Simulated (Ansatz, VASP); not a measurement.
# Cross-check of SnPPt between VASP and Ansatz

One calculation is typed for both programs; each brings its own data sets and cutoff. How far apart do they land? The cell is invented: As first built, before any earlier steps moved the atoms (in the runner's words): it takes the SrPPt structure with some of its atoms replaced by other elements, volume scaled by an estimate. It may not be a known or stable phase. The cell is taken from a series of VASP runs on this material, whose earlier steps may have relaxed, scaled or displaced it; both programs get it as it stands.

Program: Ansatz 0.2.0. Level of theory: plane waves, with VASP 6.6.1 beside it; relaxation of cell and atoms at LDA. Results are calculated unless marked as measured.

**1. The starting structure**

It takes space group P-6m2 (No. 187, hexagonal). Conventional cell: a = 3.997 Å, b = 3.997 Å, c = 4.265 Å, α = 90.00°, β = 90.00°, γ = 120.00°. Nearest to Pt lie 3 P at 2.31 Å and 6 Sn at 3.14 Å. Nearest to Sn lie 6 P at 3.14 Å and 6 Pt at 3.14 Å. Nearest to P lie 3 Pt at 2.31 Å and 6 Sn at 3.14 Å. As first built, before any earlier steps moved the atoms (in the runner's words): sites of the SrPPt structure (space group 187) filled with other elements, volume scaled by an estimate. Farther neighbours are not listed.

**2. VASP: relaxation of cell and atoms, LDA**

The relaxed volume is the usual yardstick between codes: its relative difference is about their pressure difference at one cell divided by the bulk modulus.

Lines of VASP's logs that name or quote its potential files are left out, and so is its time.

INCAR

```
SYSTEM = SnPPt
PREC = Accurate
ENCUT = 400
EDIFF = 1E-06
NELM = 100
ISMEAR = 0
SIGMA = 0.05
LREAL = .FALSE.
ALGO = Normal
GGA = CA
NBANDS = 20
LORBIT = 11
LWAVE = .FALSE.
LCHARG = .FALSE.
IBRION = 2
NSW = 60
ISIF = 3
EDIFFG = -0.01
```

POSCAR

```
SnPPt
1.0
    3.9970596070      0.0000000118      0.0000000000
   -1.9985302834      3.4615557960      0.0000000000
    0.0000000000      0.0000000000      4.2648296425
Pt Sn P
1 1 1
Direct
    0.0000000000      0.0000000000      0.5000000000
    0.6666666700      0.3333333300      0.0000000000
    0.3333333300      0.6666666700      0.5000000000
```

KPOINTS

```
Automatic mesh
0
Gamma
7 7 5
0 0 0
```

Potentials, in the order of the species: Pt, Sn_d and P (LDA family, release 64).

On the command line:

```bash
mpirun -np 1 vasp_std
```

Numbers of over 12 decimals in the logs are rounded to 6 here.

The program printed:

```text
[banner, memory and clock lines left out]
running    1 mpi-ranks, on    1 nodes
 distrk:  each k-point on    1 cores,    1 groups
 distr:  one band on    1 cores,    1 groups

 POSCAR found type information on POSCAR PtSnP
 POSCAR found :  3 types and       3 ions
 LDA part: xc-table for (Slater(with rela. corr.)+CA(PZ))
 , standard interpolation
 POSCAR, INCAR and KPOINTS ok, starting setup
 FFT: planning ... GRIDC
 FFT: planning ... GRID_SOFT
 FFT: planning ... GRID
 WAVECAR not read
 entering main loop
       N       E                     dE             d eps       ncg     rms          rms(c)
DAV:   1     0.206471794352E+03    0.20647E+03   -0.12232E+04  1008   0.160E+03
DAV:   2     0.120557729993E+01   -0.20527E+03   -0.19609E+03  1004   0.422E+02
DAV:   3    -0.186319763007E+02   -0.19838E+02   -0.19235E+02  1124   0.113E+02
DAV:   4    -0.192729388622E+02   -0.64096E+00   -0.63737E+00  1092   0.206E+01
DAV:   5    -0.192924723993E+02   -0.19534E-01   -0.19532E-01  1288   0.385E+00    0.133E+01
DAV:   6    -0.187788975321E+02    0.51357E+00   -0.37743E+00  1020   0.123E+01    0.714E+00
DAV:   7    -0.186637674906E+02    0.11513E+00   -0.74005E-01  1064   0.640E+00    0.386E+00
DAV:   8    -0.186298396593E+02    0.33928E-01   -0.84481E-02  1128   0.196E+00    0.588E-01
DAV:   9    -0.186286375460E+02    0.12021E-02   -0.78507E-03  1152   0.711E-01    0.222E-01
DAV:  10    -0.186284931323E+02    0.14441E-03   -0.97021E-04  1132   0.293E-01    0.698E-02
DAV:  11    -0.186284720961E+02    0.21036E-04   -0.12783E-04  1148   0.966E-02    0.301E-02
DAV:  12    -0.186284726416E+02   -0.54548E-06   -0.11897E-05  1276   0.343E-02    0.140E-02
DAV:  13    -0.186284716625E+02    0.97913E-06   -0.16561E-06   616   0.143E-02
   1 F= -.18628472E+02 E0= -.18625781E+02  d E =-.186285E+02
[...]
2 F= -.18632267E+02 E0= -.18630111E+02  d E =-.379523E-02
[...]
3 F= -.18633702E+02 E0= -.18631774E+02  d E =-.523013E-02
[...]
4 F= -.18635139E+02 E0= -.18633283E+02  d E =-.143703E-02
[...]
5 F= -.18635168E+02 E0= -.18633321E+02  d E =-.146587E-02
 curvature:  -0.58 expect dE=-0.357E-04 dE for cont linesearch -0.215E-08
 trial: gam=-0.06582 g(F)=  0.542E-44 g(S)=  0.615E-04 ort =-0.662E-05 (trialstep = 0.481E+00)
 search vector abs. value=  0.114E-03
 bond charge predicted
       N       E                     dE             d eps       ncg     rms          rms(c)
DAV:   1    -0.186352582210E+02   -0.90284E-04   -0.30306E-03  1056   0.423E-01    0.479E-02
DAV:   2    -0.186352109316E+02    0.47289E-04   -0.81299E-05  1232   0.945E-02    0.260E-02
DAV:   3    -0.186351902310E+02    0.20701E-04   -0.24798E-05  1372   0.522E-02    0.600E-03
DAV:   4    -0.186351893838E+02    0.84716E-06   -0.29549E-06   932   0.151E-02
   6 F= -.18635189E+02 E0= -.18633337E+02  d E =-.217169E-04
 trial-energy change:   -0.000022  1 .order   -0.000022   -0.000030   -0.000015
 step:   0.9744(harm=  0.9744)  dis= 0.00000  next Energy=   -18.635198 (dE=-0.302E-04)
 reached required accuracy - stopping structural energy minimisation
```

Parts of OUTCAR (step 2):

```text
ion  position               nearest neighbor table
   1  0.000  0.000  0.500-   3 2.31   3 2.31   3 2.31   2 3.14   2 3.14   2 3.14   2 3.14   2 3.14
                             2 3.14
   2  0.667  0.333  0.000-   3 3.14   3 3.14   1 3.14   1 3.14   1 3.14   1 3.14   3 3.14   3 3.14
                             3 3.14   3 3.14   1 3.14   1 3.14
   3  0.333  0.667  0.500-   1 2.31   1 2.31   1 2.31   2 3.14   2 3.14   2 3.14   2 3.14   2 3.14
                             2 3.14

  LATTYP: Found a hexagonal cell.
 ALAT       =     3.9970596070
 C/A-ratio  =     1.0669917544

 Subroutine GETGRP returns: Found 12 space group operations
 (whereof 12 operations were pure point group operations)

The static configuration has the point symmetry D_3h.

 Found     24 irreducible k-points:

   k-points           NKPTS =     24   k-points in BZ     NKDIM =     24   number of bands    NBANDS=     20

   dimension x,y,z NGX =    28 NGY =   28 NGZ =   28
   dimension x,y,z NGXF=    56 NGYF=   56 NGZF=   56

   ENCUT  =  400.0 eV  29.40 Ry    5.42 a.u.   6.52  6.52  6.95*2*pi/ulx,y,z

   NELECT =      29.0000    total number of electrons

 k-points in reciprocal lattice and weights: Automatic mesh
   0.00000000  0.00000000  0.00000000       0.004
   0.14285714  0.00000000  0.00000000       0.024
   0.28571429  0.00000000  0.00000000       0.024
   0.42857143  0.00000000  0.00000000       0.024
   0.14285714  0.14285714  0.00000000       0.024
   0.28571429  0.14285714  0.00000000       0.049
   0.42857143  0.14285714  0.00000000       0.024
   0.28571429  0.28571429  0.00000000       0.024
   0.00000000  0.00000000  0.20000000       0.008
[...]
0.42857143  0.14285714  0.40000000       0.049
   0.28571429  0.28571429  0.40000000       0.049

 average (electrostatic) potential at core
       1 -65.9967       2 -98.1262       3 -81.7384

 E-fermi :   8.3304

 k-point     1 :       0.0000    0.0000    0.0000
  band No.  band energies     occupation
    ...
      9       2.1766      2.00000
     10       4.6944      2.00000
     11       5.2212      2.00000
     12       5.2212      2.00000
     13       6.8767      2.00000
     14      10.5887      0.00000
     15      10.5887      0.00000
     16      11.0195      0.00000
     17      11.7060      0.00000
     18      11.7060      0.00000
    ...

 k-point     2 :       0.1429    0.0000    0.0000
  band No.  band energies     occupation
    ...
      9       2.6136      2.00000
     10       4.1535      2.00000
     11       5.1895      2.00000
     12       6.0617      2.00000
     13       6.7995      2.00000
     14       8.4644      0.00015
     15       9.3129      0.00000
     16      11.1530      0.00000
     17      12.5697      0.00000
     18      12.7081      0.00000
    ...

 k-point     3 :       0.2857    0.0000    0.0000
  band No.  band energies     occupation
    ...
     11       5.1198      2.00000
     12       5.5111      2.00000
     13       7.2400      2.00000
     14       7.2748      2.00000
     15       7.7442      2.00000
     16      10.9270      0.00000
     17      11.3718      0.00000
     18      12.7538      0.00000
     19      13.0267      0.00000
     20      16.1415      0.00000

  Total        0.0214041      0.0214041     -0.0050583     -0.0000000      0.0000000      0.0000000
  in kB        0.5760261      0.5760263     -0.1361288     -0.0000001      0.0000000      0.0000000
  external PRESSURE =       0.3386412 kB  Pullay stress =       0.0000000 kB

  energy-cutoff  :      400.00
  volume of cell :       59.53
      direct lattice vectors                 reciprocal lattice vectors
     3.973128900  0.000000015  0.000000000     0.251690802  0.145313760 -0.000000000
    -1.986564924  3.440831182 -0.000000000    -0.000000001  0.290627452 -0.000000000
     0.000000000  0.000000000  4.354803612    -0.000000000  0.000000000  0.229631480

 POSITION                                       TOTAL-FORCE (eV/Angst)
 -----------------------------------------------------------------------------------
      0.00000      0.00000      2.17740        -0.000000      0.000000     -0.000000
      1.98656      1.14694      4.35480         0.000000     -0.000000      0.000000
     -0.00000      2.29389      2.17740        -0.000000      0.000000     -0.000000
 -----------------------------------------------------------------------------------
    total drift:                               -0.000005      0.000009     -0.000000

  FREE ENERGIE OF THE ION-ELECTRON SYSTEM (eV)
  ---------------------------------------------------
  free  energy   TOTEN  =       -18.6351893838 eV

  energy  without entropy=      -18.6314852118  energy(sigma->0) =      -18.63333730

 reached required accuracy - stopping structural energy minimisation

 total charge
# of ion       s       p       d       tot
------------------------------------------
    1        0.749   0.641   8.199   9.589
    2        1.397   0.715   9.995  12.107
    3        1.054   1.385   0.000   2.439
--------------------------------------------------
tot          3.201   2.741  18.193  24.135

[... 3 further parts left out ...]
```

The run keeps the 12 symmetry operations of its start, so it cannot find a distortion of lower symmetry.

(Continued in part 2 of 2.)

[Lines on the potential files, build, host, timing and source positions are cut from VASP's logs without a mark.]

[Logs are printed without paths, hosts, clocks, repeated set-up lines and the standing remarks that a program may print on its own settings, such as how far it seeks lower states.]

[Hosts, paths, dates, database ids (printed as entryN), source tags and the programs' standing remarks are cut or masked in the printed files.]
